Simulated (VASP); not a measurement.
# Si (Fd-3m) in VASP: notebook, part 2 of 2

VASP 6.6.1. The steps go on from the part before.

## (3) Optical spectrum, PBE

File INCAR:

```
PREC = Accurate ; ENCUT = 520
EDIFF = 1E-7 ; ISMEAR = 0
SIGMA = 0.02 ; LREAL = False
LASPH = True ; NELM = 80
ALGO = Fast ; ISIF = 2
LWAVE = False ; LCHARG = False
GGA = PE ; LOPTICS = True
NBANDS = 36 ; NEDOS = 2000
CSHIFT = 0.1
```

File KPOINTS:

```
Automatic mesh
0
Gamma
  16 16 16
```

File POSCAR:

```
Si
1.0
    0.0000000000      2.7135600000      2.7135600000
    2.7135600000      0.0000000000      2.7135600000
    2.7135600000      2.7135600000      0.0000000000
Si
2
Direct
    0.7500000000      0.7500000000      0.7500000000
    0.5000000000      0.5000000000      0.5000000000
```

Potentials or basis: VASP PAW PBE potentials, release 64 (Si).

On the command line:

```
cat potpaw_PBE.64/Si/POTCAR > POTCAR
mpirun -np 1 vasp_std > vasp.out
```

OUTCAR:

```text
PREC = Accurate
   ENCUT = 520
   EDIFF = 1E-7
   ISMEAR = 0
   LREAL = False
   LASPH = True
   NELM = 80
   ISIF = 2
   GGA = PE

 ion  position               nearest neighbor table
   1  0.750  0.750  0.750-   2 2.35   2 2.35   2 2.35   2 2.35
   2  0.500  0.500  0.500-   1 2.35   1 2.35   1 2.35   1 2.35

  LATTYP: Found a face centered cubic cell.
 ALAT       =     5.4271200000

  Lattice vectors:

 A1 = (   0.0000000000,   2.7135600000,   2.7135600000)
 A2 = (   2.7135600000,   0.0000000000,   2.7135600000)
 A3 = (   2.7135600000,   2.7135600000,   0.0000000000)

Analysis of symmetry for initial positions (statically):
=====================================================================
 Subroutine PRICEL returns:
 Original cell was already a primitive cell.

 Routine SETGRP: Setting up the symmetry group for a
 face centered cubic supercell.
[... 655 lines left out ...]
     2.713560000  0.000000000  2.713560000     0.184259792 -0.184259792  0.184259792
     2.713560000  2.713560000  0.000000000     0.184259792  0.184259792 -0.184259792

 POSITION                                       TOTAL-FORCE (eV/Angst)
 -----------------------------------------------------------------------------------
      4.07034      4.07034      4.07034        -0.000000     -0.000000     -0.000000
      2.71356      2.71356      2.71356         0.000000      0.000000      0.000000
 -----------------------------------------------------------------------------------
    total drift:                                0.000000     -0.000000     -0.000000

  FREE ENERGIE OF THE ION-ELECTRON SYSTEM (eV)
  ---------------------------------------------------
  free  energy   TOTEN  =       -10.8438530424 eV

  energy  without entropy=      -10.8438530424  energy(sigma->0) =      -10.84385304

 electrical conductivity sigma (Mega S m-1) (frequency dependency in vasprun.xml)
  --------------------------------------------------------------------------------------
       0.000       0.000      -0.000
       0.000       0.000       0.000
      -0.000       0.000       0.000

  frequency dependent IMAGINARY DIELECTRIC FUNCTION (independent particle, no local field effects) density-density
     E(ev)      X         Y         Z        XY        YZ        ZX
  --------------------------------------------------------------------------------------------------------------
     0.00000     0.00000     0.00000     0.00000     0.00000     0.00000     0.00000
     0.65352     0.12305     0.12305     0.12305    -0.00000     0.00000    -0.00000
     1.30703     0.31295     0.31295     0.31295    -0.00000     0.00000    -0.00000
     1.96055     0.79710     0.79710     0.79710     0.00000     0.00000    -0.00000
     2.61406     6.29346     6.29346     6.29346     0.00000     0.00000     0.00000
     3.26758    23.03617    23.03617    23.03617     0.00000     0.00000     0.00000
[... 92 lines left out ...]
    64.04459     0.00020     0.00020     0.00020    -0.00000    -0.00000    -0.00000
    64.69811     0.00020     0.00020     0.00020    -0.00000    -0.00000    -0.00000

  frequency dependent      REAL DIELECTRIC FUNCTION (independent particle, no local field effects) density-density
     E(ev)        X           Y           Z          XY          YZ          ZX
  --------------------------------------------------------------------------------------------------------------
     0.00000    13.51360    13.51360    13.51360    -0.00000     0.00000    -0.00000
     0.65352    13.90006    13.90006    13.90006    -0.00000     0.00000    -0.00000
     1.30703    15.25255    15.25255    15.25255    -0.00000     0.00000    -0.00000
     1.96055    18.53051    18.53051    18.53051    -0.00000     0.00000    -0.00000
     2.61406    29.67353    29.67353    29.67353    -0.00000     0.00000    -0.00000
     3.26758    26.17080    26.17080    26.17080     0.00000     0.00000    -0.00000
[... 92 lines left out ...]
    64.04459     0.93713     0.93713     0.93713     0.00000     0.00000     0.00000
    64.69811     0.93843     0.93843     0.93843     0.00000     0.00000     0.00000

  frequency dependent IMAGINARY DIELECTRIC FUNCTION (independent particle, no local field effects) current-current
     E(ev)      X         Y         Z        XY        YZ        ZX
  --------------------------------------------------------------------------------------------------------------
     0.00000    76.55820    76.55820    76.55820    -0.00000     0.00000    -0.00000
     0.65352     4.06851     4.06851     4.06851    -0.00000     0.00000    -0.00000
     1.30703     2.49236     2.49236     2.49236    -0.00000     0.00000    -0.00000
     1.96055     2.58395     2.58395     2.58395     0.00000     0.00000    -0.00000
     2.61406     8.48704     8.48704     8.48704     0.00000     0.00000    -0.00000
     3.26758    24.56208    24.56208    24.56208     0.00000     0.00000    -0.00000
[... 92 lines left out ...]
    64.04459     0.00001     0.00001     0.00001    -0.00000     0.00000    -0.00000
    64.69811     0.00001     0.00001     0.00001    -0.00000     0.00000    -0.00000

  frequency dependent      REAL DIELECTRIC FUNCTION (independent particle, no local field effects) current-current
     E(ev)        X           Y           Z          XY          YZ          ZX
  --------------------------------------------------------------------------------------------------------------
     0.00000    13.47204    13.47204    13.47204    -0.00000     0.00000    -0.00000
     0.65352    13.85473    13.85473    13.85473    -0.00000     0.00000    -0.00000
     1.30703    15.19620    15.19620    15.19620    -0.00000     0.00000    -0.00000
     1.96055    18.43890    18.43890    18.43890    -0.00000     0.00000    -0.00000
     2.61406    29.17558    29.17558    29.17558     0.00000     0.00000    -0.00000
     3.26758    24.75010    24.75010    24.75010    -0.00000    -0.00000     0.00000
[... 92 lines left out ...]
    64.04459     0.93716     0.93716     0.93716     0.00000    -0.00000     0.00000
    64.69811     0.93846     0.93846     0.93846     0.00000    -0.00000     0.00000
```

OSZICAR:

```text
N       E                     dE             d eps       ncg     rms          rms(c)
DAV:   1     0.145439326659E+02    0.14544E+02   -0.27007E+03 10440   0.181E+02
DAV:   2    -0.104649111176E+02   -0.25009E+02   -0.23933E+02 13072   0.498E+01
DAV:   3    -0.110236707004E+02   -0.55876E+00   -0.55443E+00 12836   0.600E+00
DAV:   4    -0.110250307466E+02   -0.13600E-02   -0.13599E-02 12352   0.316E-01
DAV:   5    -0.110250337173E+02   -0.29707E-05   -0.29707E-05 12492   0.154E-02    0.489E+00
RMM:   6    -0.108996429601E+02    0.12539E+00   -0.52149E-03 10638   0.152E-01    0.302E+00
RMM:   7    -0.108428020824E+02    0.56841E-01   -0.15629E-02 11141   0.277E-01    0.205E-01
RMM:   8    -0.108436519805E+02   -0.84990E-03   -0.77843E-04 11483   0.664E-02    0.904E-02
RMM:   9    -0.108438157637E+02   -0.16378E-03   -0.93081E-05 12137   0.241E-02    0.734E-02
RMM:  10    -0.108438540994E+02   -0.38336E-04   -0.24638E-05 11867   0.118E-02    0.302E-02
RMM:  11    -0.108438536145E+02    0.48491E-06   -0.19484E-06 12525   0.364E-03    0.109E-02
RMM:  12    -0.108438530479E+02    0.56657E-06   -0.17168E-07 12392   0.110E-03    0.213E-03
RMM:  13    -0.108438530424E+02    0.55494E-08   -0.43579E-08 11803   0.543E-04
   1 F= -.10843853E+02 E0= -.10843853E+02  d E =-.129491E-16
 imaginary and real dielectric function
```

Wall time 4.4 min (1 thread of Intel Xeon Platinum 8259CL at 2.50GHz (Skylake/Cascade Lake), shared host); peak memory 0.29 GiB.

What came out:

| Quantity | Value |
| --- | --- |
| Free energy | -10.8439 eV |
| Pressure | 2.1 GPa |
| Band gap on the k mesh | 0.57 eV, indirect (least direct gap 2.57 eV) |

Dielectric function (mean over the directions given):
```
energy (eV)  real part  imaginary part
       0.29      13.59            0.05
       0.88      14.24            0.18
       1.57      16.22            0.44
       2.25      21.61            1.45
       2.94      25.81           18.19
       3.63      17.48           41.68
       4.31     -18.02           26.96
       5.00      -5.93           11.09
       5.69      -9.99            6.47
       6.37      -6.69            4.39
       7.06      -5.57            3.43
       7.74      -4.10            2.75
       8.43      -3.41            1.82
       9.12      -2.32            1.27
       9.80      -2.17            0.96
      10.39      -1.69            0.63
      11.08      -1.38            0.70
      11.76      -1.08            0.40
      12.45      -0.72            0.45
      13.14      -0.69            0.34
      13.82      -0.45            0.28
      14.51      -0.30            0.28
      15.19      -0.25            0.21
      15.88      -0.13            0.14
      16.57      -0.03            0.15
      17.25       0.03            0.11
      17.94       0.12            0.08
      18.63       0.22            0.06
      19.31       0.27            0.06
      20.00       0.33            0.05
```

Caveat: independent-particle spectra lack excitons.

## (4) Born charges and dielectric tensor, PBE

File INCAR:

```
PREC = Accurate ; ENCUT = 520
EDIFF = 1E-8 ; ISMEAR = 0
SIGMA = 0.02 ; LREAL = False
LASPH = True ; NELM = 80
ALGO = Fast ; ISIF = 2
LWAVE = False ; LCHARG = False
GGA = PE ; LEPSILON = True
IBRION = 8 ; NSW = 1
```

File KPOINTS:

```
Automatic mesh
0
Gamma
  10 10 10
```

POSCAR is that of step 3.

Potentials or basis: VASP PAW PBE potentials, release 64 (Si).

On the command line:

```
cat potpaw_PBE.64/Si/POTCAR > POTCAR
mpirun -np 1 vasp_std > vasp.out
```

OUTCAR:

```text
PREC = Accurate
   ENCUT = 520
   EDIFF = 1E-8
   ISMEAR = 0
   LREAL = False
   LASPH = True
   NELM = 80
   ISIF = 2
   GGA = PE
   LEPSILON = True
   IBRION = 8
   NSW = 1

 ion  position               nearest neighbor table
   1  0.750  0.750  0.750-   2 2.35   2 2.35   2 2.35   2 2.35
   2  0.500  0.500  0.500-   1 2.35   1 2.35   1 2.35   1 2.35

  LATTYP: Found a face centered cubic cell.
 ALAT       =     5.4271200000

  Lattice vectors:

 A1 = (   0.0000000000,   2.7135600000,   2.7135600000)
 A2 = (   2.7135600000,   0.0000000000,   2.7135600000)
 A3 = (   2.7135600000,   2.7135600000,   0.0000000000)

Analysis of symmetry for initial positions (statically):
=====================================================================
 Subroutine PRICEL returns:
 Original cell was already a primitive cell.

 Routine SETGRP: Setting up the symmetry group for a
[... 562 lines left out ...]

 SECOND DERIVATIVES (NOT SYMMETRIZED)
 ------------------------------------
               1X          1Y          1Z          2X          2Y          2Z
  1X   -13.650139    0.000000    0.000000   13.650139    0.000000    0.000000
  1Y     0.000000  -13.650139    0.000000    0.000000   13.650139    0.000000
  1Z     0.000000    0.000000  -13.650139    0.000000    0.000000   13.650139
  2X    13.650139    0.000000    0.000000  -13.650139    0.000000    0.000000
  2Y     0.000000   13.650139    0.000000    0.000000  -13.650139    0.000000
  2Z     0.000000    0.000000   13.650139    0.000000    0.000000  -13.650139

 Eigenvectors and eigenvalues of the dynamical matrix
 ----------------------------------------------------

   1 f  =   15.413350 THz    96.844935 2PiTHz  514.134021 cm-1    63.744466 meV
             X         Y         Z           dx          dy          dz
      4.070340  4.070340  4.070340     0.000000   -0.707107    0.000000
      2.713560  2.713560  2.713560     0.000000    0.707107    0.000000
[... 21 lines left out ...]
   6 f  =    0.000000 THz     0.000000 2PiTHz    0.000000 cm-1     0.000000 meV
             X         Y         Z           dx          dy          dz
      4.070340  4.070340  4.070340     0.000000    0.000000    0.707107
      2.713560  2.713560  2.713560     0.000000    0.000000    0.707107

--------------------------------------------------------------------------------------------------------

 MACROSCOPIC STATIC DIELECTRIC TENSOR IONIC CONTRIBUTION
 ------------------------------------------------------
           0.000000    -0.000000     0.000000
          -0.000000     0.000000    -0.000000
           0.000000    -0.000000     0.000000
 ------------------------------------------------------

 ELASTIC MODULI CONTR FROM IONIC RELAXATION (kBar)
 Direction    XX          YY          ZZ          XY          YZ          ZX
 --------------------------------------------------------------------------------
 XX          -0.0000      0.0000      0.0000      0.0000      0.0000      0.0000
 YY           0.0000     -0.0000     -0.0000      0.0000      0.0000     -0.0000
 ZZ           0.0000     -0.0000     -0.0000      0.0000      0.0000     -0.0000
 XY           0.0000      0.0000      0.0000   -277.6112      0.0000      0.0000
 YZ           0.0000      0.0000      0.0000      0.0000   -277.6112      0.0000
 ZX           0.0000     -0.0000     -0.0000      0.0000      0.0000   -277.6112
 --------------------------------------------------------------------------------

 PIEZOELECTRIC TENSOR IONIC CONTR  for field in x, y, z        (C/m^2)
          XX          YY          ZZ          XY          YZ          ZX
  --------------------------------------------------------------------------------
  x     0.00000     0.00000     0.00000    -0.00000    -0.00000     0.00000
  y    -0.00000    -0.00000     0.00000    -0.00000     0.00000    -0.00000
  z     0.00000     0.00000     0.00000    -0.00000     0.00000     0.00000
```

OSZICAR:

```text
N       E                     dE             d eps       ncg     rms          rms(c)
DAV:   1     0.904283831351E+01    0.90428E+01   -0.34229E+03   752   0.807E+02
DAV:   2    -0.107741559650E+02   -0.19817E+02   -0.19343E+02  1184   0.853E+01
[... 13 lines left out ...]
RMM:   7    -0.174385943755E-01    0.10391E-05   -0.92192E-07  4505   0.955E-04    0.760E-05
RMM:   8    -0.174387219124E-01   -0.12754E-06   -0.14178E-07  4745   0.124E-04    0.434E-05
RMM:   9    -0.174386011172E-01    0.12080E-06    0.64996E-08  4525   0.943E-05    0.675E-06
RMM:  10    -0.174386447536E-01   -0.43636E-07    0.31830E-08  4908   0.169E-05    0.485E-06
RMM:  11    -0.174386278027E-01    0.16951E-07    0.51762E-09  4735   0.125E-05    0.640E-07
RMM:  12    -0.174386342437E-01   -0.64410E-08   -0.28156E-08  4440   0.717E-06    0.556E-07
 Linear response finished
```

Wall time 5.9 min (1 thread of Intel Xeon Platinum 8259CL at 2.50GHz (Skylake/Cascade Lake), shared host); peak memory 0.26 GiB.

Results:

- Band gap on the k mesh: 0.58 eV, indirect (least direct gap 2.57 eV)
- Electronic dielectric tensor (diagonal): 13.28
- Born charges (mean of the diagonal): Si +0.00 e
- Highest phonon frequency at Γ: 514 cm⁻¹

Phonon frequencies in cm⁻¹ (negative: imaginary):
```
              q point        frequencies
(0.000, 0.000, 0.000)  0 0 0 514 514 514
```

Electronic dielectric tensor:
```
13.28  0.00  0.00
 0.00 13.28  0.00
 0.00  0.00 13.28
```

Born effective charge tensors (e):
atom 1, Si
```
0.00 0.00 0.00
0.00 0.00 0.00
0.00 0.00 0.00
```
atom 2, Si
```
0.00 0.00 0.00
0.00 0.00 0.00
0.00 0.00 0.00
```

Caveat: the gap is small at this level, which inflates the dielectric constant.

## (5) Summary

```csv
task,k mesh,gap on the mesh (eV),pressure (GPa)
band structure,10 × 10 × 10,0.58,2.1
optical spectrum,16 × 16 × 16,0.57,2.1
Born charges and dielectric tensor,10 × 10 × 10,0.58,-
```

Alike in all rows: level PBE; potentials or basis VASP PAW PBE potentials, release 64 (Si); no spin polarisation; cell as given; cutoff (eV) 520; smearing gaussian 0.02 eV.

On the cell as given the gap runs from 0.57 eV (PBE) to 0.58 eV (PBE); the meshes differ, which moves gaps too.

Caveats: independent-particle spectra lack excitons (some runs); the gap is small at this level, which inflates the dielectric constant (some runs).

Absolute energies hang on the potentials; compare differences alone.
